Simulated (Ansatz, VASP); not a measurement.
# Cross-check of LaB6 between VASP and Ansatz, part 2 of 2

Wanted: the spread between two codes on one cell, functional and k mesh. The cell is taken from a series of runs on this material, whose earlier steps may have relaxed, scaled, displaced or heated it; both programs get it as it stands.

VASP 6.6.1 and Ansatz 0.2.0.

So far: Set-up; Ansatz: relaxation of cell and atoms, r2SCAN with rVV10.

### Step 3. VASP: relaxation of cell and atoms, r2SCAN with rVV10

Level of this step: r2SCAN with rVV10; plane waves and PAW (La, B) (VASP).

The same cell, functional, mesh and smearing now go to VASP, with its own data sets.

Lines of VASP's logs that name or quote its potential files are left out, and so is its time.

INCAR

```
SYSTEM = LaB6
PREC = Accurate
ENCUT = 550
EDIFF = 1E-07
NELM = 200
ISMEAR = -1
SIGMA = 0.05
LREAL = .FALSE.
ALGO = Normal
METAGGA = R2SCAN
LUSE_VDW = .TRUE.
IVDW_NL = 2
BPARAM = 11.95
CPARAM = 0.0093
LASPH = .TRUE.
NBANDS = 21
LORBIT = 11
LWAVE = .FALSE.
LCHARG = .FALSE.
ISIF = 3
IBRION = 2
NSW = 80
EDIFFG = -0.005
GGA_COMPAT = .FALSE.
NELMIN = 4
LMAXMIX = 6
LMIXTAU = .TRUE.
KPAR = 2
```

POSCAR

```
LaB6
1.0
    4.1570600000      0.0000000000      0.0000000000
    0.0000000000      4.1570600000      0.0000000000
    0.0000000000      0.0000000000      4.1570600000
La B
1 6
Direct
    0.0000000000      0.0000000000      0.0000000000
    0.1985299707      0.5000000000      0.5000000000
    0.5000000000      0.1985299707      0.5000000000
    0.8014700293      0.5000000000      0.5000000000
    0.5000000000      0.8014700293      0.5000000000
    0.5000000000      0.5000000000      0.1985299707
    0.5000000000      0.5000000000      0.8014700293
```

KPOINTS

```
Automatic mesh
0
Gamma
8 8 8
0 0 0
```

The projector-augmented-wave data sets are La and B (PBE family, release 64).

Command:

```console
$ mpirun -np 2 vasp_std
```

Numbers of over 12 decimals in the logs are rounded to 6 here.

Output:

```text
[banner, memory and clock lines left out]
running    2 mpi-ranks, on    1 nodes
 distrk:  each k-point on    1 cores,    2 groups
 distr:  one band on    1 cores,    1 groups

 POSCAR found type information on POSCAR LaB
 POSCAR found :  2 types and       7 ions
|                                                                             |
|               ----> ADVICE to this user running VASP <----                  |
|                                                                             |
|     You have switched on vdW-DFT.                                           |
|     This routine was written and supplied by Jiri Klimes. We recommend      |
|     that you carefully read and cite the following publications:            |
|       J. Klimes, D.R. Bowler, A. Michelides                                 |
|          J. Phys.: Cond Matt. 22 022201 (2010)                              |
|       J. Klimes, D.R. Bowler, A. Michelides                                 |
|          Phys. Rev. B. 83, 195131 (2011)                                    |
|     and references therein.                                                 |
|                                                                             |

|                                                                             |
|               ----> ADVICE to this user running VASP <----                  |
|                                                                             |
|     You enforced a specific xc type in the INCAR file but a different       |
|     [... a line on the potential file left out ...]
|     I HOPE YOU KNOW WHAT YOU ARE DOING!                                     |
|                                                                             |

 LDA part: xc-table for (None), standard interpolation
 POSCAR, INCAR and KPOINTS ok, starting setup
 FFT: planning ... GRIDC
 FFT: planning ... GRID_SOFT
 FFT: planning ... GRID
 WAVECAR not read
 entering main loop
       N       E                     dE             d eps       ncg     rms          rms(c)
Total rVV10 correction in eV:      0.2316810    30.3005447
Total rVV10 correction in eV:      0.2316810    30.3005447
DAV:   1     0.194705123044E+03    0.19471E+03   -0.11935E+04  1526   0.189E+03
DAV:   2    -0.504877358475E+02   -0.24519E+03   -0.22373E+03  1859   0.312E+02
DAV:   3    -0.858029486125E+02   -0.35315E+02   -0.30930E+02  2162   0.151E+02
DAV:   4    -0.873476153601E+02   -0.15447E+01   -0.15376E+01  2734   0.288E+01
DAV:   5    -0.873991316872E+02   -0.51516E-01   -0.51285E-01  2386   0.406E+00    0.919E+00
Total rVV10 correction in eV:      0.2599358    30.3005449
Total rVV10 correction in eV:      0.2599358    30.3005449
DAV:   6    -0.777010184942E+02    0.96981E+01   -0.81787E+00  2230   0.185E+01    0.515E+00
Total rVV10 correction in eV:      0.2855350    30.3005449
Total rVV10 correction in eV:      0.2855350    30.3005449
DAV:   7    -0.772589946808E+02    0.44202E+00   -0.39084E+00  2578   0.162E+01    0.173E+00
Total rVV10 correction in eV:      0.2921271    30.3005449
Total rVV10 correction in eV:      0.2921271    30.3005449
DAV:   8    -0.777310878470E+02   -0.47209E+00   -0.13956E+00  2403   0.115E+01    0.133E+00
Total rVV10 correction in eV:      0.2977168    30.3005457
Total rVV10 correction in eV:      0.2977168    30.3005457
DAV:   9    -0.773886385775E+02    0.34245E+00   -0.44458E-01  2799   0.691E+00    0.862E-01
Total rVV10 correction in eV:      0.2996816    30.3005575
Total rVV10 correction in eV:      0.2996816    30.3005575
DAV:  10    -0.779110444152E+02   -0.52241E+00   -0.43196E-01  2314   0.619E+00    0.380E-01
Total rVV10 correction in eV:      0.3002428    30.3005784
Total rVV10 correction in eV:      0.3002428    30.3005784
DAV:  11    -0.779142496589E+02   -0.32052E-02   -0.30619E-02  2684   0.167E+00    0.263E-01
Total rVV10 correction in eV:      0.2995268    30.3006593
Total rVV10 correction in eV:      0.2995268    30.3006593
DAV:  12    -0.779165036228E+02   -0.22540E-02   -0.25740E-02  2251   0.983E-01    0.704E-02
Total rVV10 correction in eV:      0.2998280    30.3006886
Total rVV10 correction in eV:      0.2998280    30.3006886
DAV:  13    -0.779184344800E+02   -0.19309E-02   -0.27704E-03  2720   0.514E-01    0.384E-02
Total rVV10 correction in eV:      0.3000989    30.3007394
Total rVV10 correction in eV:      0.3000989    30.3007394
DAV:  14    -0.779187457019E+02   -0.31122E-03   -0.18718E-03  1886   0.288E-01    0.231E-02
Total rVV10 correction in eV:      0.2999356    30.3007221
Total rVV10 correction in eV:      0.2999356    30.3007221
DAV:  15    -0.779187355185E+02    0.10183E-04   -0.64896E-04  2179   0.257E-01    0.196E-02
[...]
Total rVV10 correction in eV:      0.2987861    30.3007548
DAV:   3    -0.779273036571E+02    0.11277E-03   -0.53764E-04  2306   0.210E-01    0.114E-02
Total rVV10 correction in eV:      0.2987349    30.3007506
Total rVV10 correction in eV:      0.2987349    30.3007506
DAV:   4    -0.779273008573E+02    0.27998E-05   -0.89640E-05  2774   0.733E-02    0.727E-03
Total rVV10 correction in eV:      0.2986869    30.3007456
Total rVV10 correction in eV:      0.2986869    30.3007456
DAV:   5    -0.779273077043E+02   -0.68470E-05   -0.65959E-05  2311   0.608E-02    0.421E-03
Total rVV10 correction in eV:      0.2986872    30.3007452
Total rVV10 correction in eV:      0.2986872    30.3007452
DAV:   6    -0.779273096743E+02   -0.19700E-05   -0.66541E-06  2695   0.236E-02    0.270E-03
Total rVV10 correction in eV:      0.2986854    30.3007431
Total rVV10 correction in eV:      0.2986854    30.3007431
DAV:   7    -0.779273096851E+02   -0.10751E-07   -0.32637E-06  1924   0.120E-02    0.136E-03
Total rVV10 correction in eV:      0.2986768    30.3007417
Total rVV10 correction in eV:      0.2986768    30.3007417
DAV:   8    -0.779273078680E+02    0.18171E-05   -0.51853E-07  2332   0.559E-03    0.879E-04
Total rVV10 correction in eV:      0.2986759    30.3007409
Total rVV10 correction in eV:      0.2986759    30.3007409
DAV:   9    -0.779273068953E+02    0.97263E-06   -0.10542E-07  1623   0.324E-03    0.316E-04
Total rVV10 correction in eV:      0.2986746    30.3007406
Total rVV10 correction in eV:      0.2986746    30.3007406
DAV:  10    -0.779273063315E+02    0.56386E-06   -0.94436E-09   825   0.153E-03    0.107E-04
Total rVV10 correction in eV:      0.2986746    30.3007405
Total rVV10 correction in eV:      0.2986746    30.3007405
DAV:  11    -0.779273062833E+02    0.48186E-07   -0.54307E-09   825   0.845E-04
Total rVV10 correction in eV:      0.2986746    30.3007404
Total rVV10 correction in eV:      0.2986746    30.3007404
Total rVV10 correction in eV:      0.2986744    30.3007404
Total rVV10 correction in eV:      0.2986744    30.3007404
   5 F= -.77927306E+02 E0= -.77924185E+02  d E =-.186149E-03
[...]
6 F= -.77927366E+02 E0= -.77924243E+02  d E =-.245611E-03
[...]
7 F= -.77927366E+02 E0= -.77924243E+02  d E =-.245722E-03
[...]
8 F= -.77927361E+02 E0= -.77924233E+02  d E =0.453513E-05
 trial-energy change:    0.000005  1 .order    0.000004   -0.000013    0.000021
 step:   0.2901(harm=  0.3166)  dis= 0.00010  next Energy=   -77.927368 (dE=-0.237E-05)
 bond charge predicted
       N       E                     dE             d eps       ncg     rms          rms(c)
Total rVV10 correction in eV:      0.2990668    30.3007408
Total rVV10 correction in eV:      0.2990668    30.3007408
DAV:   1    -0.779273689880E+02   -0.77653E-05   -0.31203E-04  1804   0.116E-01    0.780E-03
Total rVV10 correction in eV:      0.2990521    30.3007411
Total rVV10 correction in eV:      0.2990521    30.3007411
DAV:   2    -0.779273691044E+02   -0.11636E-06   -0.14808E-05  2178   0.365E-02    0.411E-03
Total rVV10 correction in eV:      0.2990359    30.3007412
Total rVV10 correction in eV:      0.2990359    30.3007412
DAV:   3    -0.779273687194E+02    0.38502E-06   -0.38007E-06  2418   0.155E-02    0.872E-04
Total rVV10 correction in eV:      0.2990343    30.3007410
Total rVV10 correction in eV:      0.2990343    30.3007410
DAV:   4    -0.779273685289E+02    0.19051E-06   -0.59437E-07  2290   0.698E-03    0.696E-04
Total rVV10 correction in eV:      0.2990304    30.3007410
Total rVV10 correction in eV:      0.2990304    30.3007410
DAV:   5    -0.779273685241E+02    0.47244E-08   -0.97135E-08   840   0.265E-03
Total rVV10 correction in eV:      0.2990298    30.3007409
Total rVV10 correction in eV:      0.2990298    30.3007409
Total rVV10 correction in eV:      0.2990302    30.3007410
Total rVV10 correction in eV:      0.2990302    30.3007410
   9 F= -.77927369E+02 E0= -.77924244E+02  d E =-.266791E-05
 curvature:  -0.16 expect dE=-0.533E-07 dE for cont linesearch -0.205E-07
 trial: gam=-0.08756 g(F)=  0.265E-06 g(S)=  0.653E-07 ort = 0.147E-05 (trialstep = 0.705E+00)
 search vector abs. value=  0.203E-06
 reached required accuracy - stopping structural energy minimisation
```

OUTCAR, selected parts (step 3):

```text
ion  position               nearest neighbor table
   1  0.000  0.000  0.000-
   2  0.199  0.500  0.500-   4 1.65   3 1.77   5 1.77   6 1.77   7 1.77
   3  0.500  0.199  0.500-   5 1.65   4 1.77   2 1.77   6 1.77   7 1.77
   4  0.801  0.500  0.500-   2 1.65   3 1.77   5 1.77   6 1.77   7 1.77
   5  0.500  0.801  0.500-   3 1.65   2 1.77   4 1.77   6 1.77   7 1.77
   6  0.500  0.500  0.199-   7 1.65   3 1.77   4 1.77   5 1.77   2 1.77
   7  0.500  0.500  0.801-   6 1.65   3 1.77   4 1.77   5 1.77   2 1.77

  LATTYP: Found a simple cubic cell.
 ALAT       =     4.1570600000

 Subroutine GETGRP returns: Found 48 space group operations
 (whereof 48 operations were pure point group operations)

The static configuration has the point symmetry O_h .

 Found     35 irreducible k-points:

   k-points           NKPTS =     35   k-points in BZ     NKDIM =     35   number of bands    NBANDS=     21

   dimension x,y,z NGX =    32 NGY =   32 NGZ =   32
   dimension x,y,z NGXF=    64 NGYF=   64 NGZF=   64

   ENCUT  =  550.0 eV  40.42 Ry    6.36 a.u.   7.95  7.95  7.95*2*pi/ulx,y,z

   NELECT =      29.0000    total number of electrons

 k-points in reciprocal lattice and weights: Automatic mesh
   0.00000000  0.00000000  0.00000000       0.002
   0.12500000  0.00000000  0.00000000       0.012
   0.25000000  0.00000000  0.00000000       0.012
   0.37500000  0.00000000  0.00000000       0.012
   0.50000000  0.00000000  0.00000000       0.006
   0.12500000  0.12500000  0.00000000       0.023
   0.25000000  0.12500000  0.00000000       0.047
   0.37500000  0.12500000  0.00000000       0.047
   0.50000000  0.12500000  0.00000000       0.023
[...]
0.50000000  0.50000000  0.37500000       0.012
   0.50000000  0.50000000  0.50000000       0.002

 average (electrostatic) potential at core
       1-101.5197       2 -25.1651       3 -25.1651       4 -25.1651       5 -25.1651
       6 -25.1651       7 -25.1651

 E-fermi :   8.7448

 k-point     1 :       0.0000    0.0000    0.0000
  band No.  band energies     occupation
    ...
     10       1.2523      2.00000
     11       1.2523      2.00000
     12       6.7829      2.00000
     13       6.7829      2.00000
     14       6.7829      2.00000
     15       9.0292      0.00676
     16       9.0292      0.00676
     17       9.0292      0.00676
     18      10.4075      0.00000
     19      10.4075      0.00000
    ...

 k-point     2 :       0.1250    0.0000    0.0000
  band No.  band energies     occupation
    ...
     11       2.2669      2.00000
     12       6.3308      2.00000
     13       6.3308      2.00000
     14       6.8356      2.00000
     15       8.2958      1.99975
     16       9.5429      0.00000
     17       9.5429      0.00000
     18      10.4806      0.00000
     19      10.8165      0.00000
     20      10.9047      0.00000
    ...

 k-point     3 :       0.2500    0.0000    0.0000
  band No.  band energies     occupation
    ...
     11       3.6586      2.00000
     12       5.6532      2.00000
     13       5.6532      2.00000
     14       6.9711      2.00000
     15       7.2614      2.00000
     16      10.2077      0.00000
     17      10.2077      0.00000
     18      10.5623      0.00000
     19      10.9638      0.00000
     20      11.0613      0.00000
    ...

  Total       -0.0017770     -0.0017770     -0.0017770      0.0000000     -0.0000000      0.0000000
  in kB       -0.0399099     -0.0399099     -0.0399099      0.0000000     -0.0000000      0.0000000
  external PRESSURE =      -0.0399099 kB  Pullay stress =       0.0000000 kB

  energy-cutoff  :      550.00
  volume of cell :       71.34
      direct lattice vectors                 reciprocal lattice vectors
     4.147362245 -0.000000000  0.000000000     0.241117110 -0.000000000  0.000000000
     0.000000000  4.147362245  0.000000000     0.000000000  0.241117110 -0.000000000
    -0.000000000  0.000000000  4.147362245    -0.000000000 -0.000000000  0.241117110

 POSITION                                       TOTAL-FORCE (eV/Angst)
 -----------------------------------------------------------------------------------
      0.00000      0.00000      0.00000         0.000000      0.000000      0.000000
      0.82866      2.07368      2.07368        -0.000956      0.000000     -0.000000
      2.07368      0.82866      2.07368         0.000000     -0.000956     -0.000000
      3.31870      2.07368      2.07368         0.000956     -0.000000      0.000000
      2.07368      3.31870      2.07368         0.000000      0.000956      0.000000
      2.07368      2.07368      0.82866         0.000000     -0.000000     -0.000956
      2.07368      2.07368      3.31870         0.000000      0.000000      0.000956
 -----------------------------------------------------------------------------------
    total drift:                                0.000000      0.000000     -0.000000

  FREE ENERGIE OF THE ION-ELECTRON SYSTEM (eV)
  ---------------------------------------------------
  free  energy   TOTEN  =       -77.9273685241 eV

  energy  without entropy=      -77.9211188207  energy(sigma->0) =      -77.92424367

 reached required accuracy - stopping structural energy minimisation

 total charge
# of ion       s       p       d       f       tot
--------------------------------------------------
    1        1.972   5.687   0.621   0.206   8.485
    2        0.709   1.366   0.000   0.000   2.075
    3        0.709   1.366   0.000   0.000   2.075
    4        0.709   1.366   0.000   0.000   2.075
    5        0.709   1.366   0.000   0.000   2.075
    6        0.709   1.366   0.000   0.000   2.075
    7        0.709   1.366   0.000   0.000   2.075
--------------------------------------------------
tot          6.227  13.880   0.621   0.206  20.934

[... 3 further parts left out ...]
```

CONTCAR:

```
LaB6
   1.00000000000000
     4.1473622445753504   -0.0000000000000000    0.0000000000000000
     0.0000000000000000    4.1473622445753504    0.0000000000000000
    -0.0000000000000000    0.0000000000000000    4.1473622445753504
  La              B
     1     6
Direct
     0.0000000000000000    0.0000000000000000    0.0000000000000000
     0.1998035108924043    0.5000000000000000    0.5000000000000000
     0.5000000000000000    0.1998035108924043    0.5000000000000000
     0.8001964891075957    0.5000000000000000    0.5000000000000000
     0.5000000000000000    0.8001964891075957    0.5000000000000000
     0.5000000000000000    0.5000000000000000    0.1998035108924043
     0.5000000000000000    0.5000000000000000    0.8001964891075957
```

This run has no spin polarisation. Its electron count is odd, so without a moment it is a metal by construction. The run keeps the 48 symmetry operations of its start, so it cannot find a distortion of lower symmetry.

### Step 4. Side by side

Known differences besides the potentials themselves: VASP keeps PBE cores, Ansatz makes them for the functional; the cutoff is 500 eV in Ansatz and 550 eV in VASP; Ansatz adds a Pulay correction to the stress that steers its cell, VASP none. Total energies have different zeros and are not compared.

The two programs side by side:

| quantity | Ansatz | VASP | difference |
| --- | --- | --- | --- |
| volume (Å³) | 71.27 | 71.34 | -0.09 % |
| edge a after relaxation, in the typed setting (Å) | 4.146 | 4.147 | -0.03 % |

### Step 5. Outcome

```
difference in volume (relaxation of cell and atoms, r2SCAN with rVV10) : -0.088 %
```

**Reading.** The difference in volume is -0.088 % (relaxation of cell and atoms, r2SCAN with rVV10), within the 1.2 % picked in this series as the mark of a large difference, as far as the stopping tolerances let one tell. 2 further runs of this series are not shown here. How closely two codes agree says nothing of how well the functional describes the real material.

[Lines on the potential files, build, host, timing and source positions are cut from VASP's logs without a mark.]

[Logs are printed without paths, hosts, clocks, repeated set-up lines and the standing remarks that a program may print on its own settings, such as how far it seeks lower states.]

[Hosts, paths, dates, database ids (printed as entryN), source tags and the programs' standing remarks are cut or masked in the printed files.]
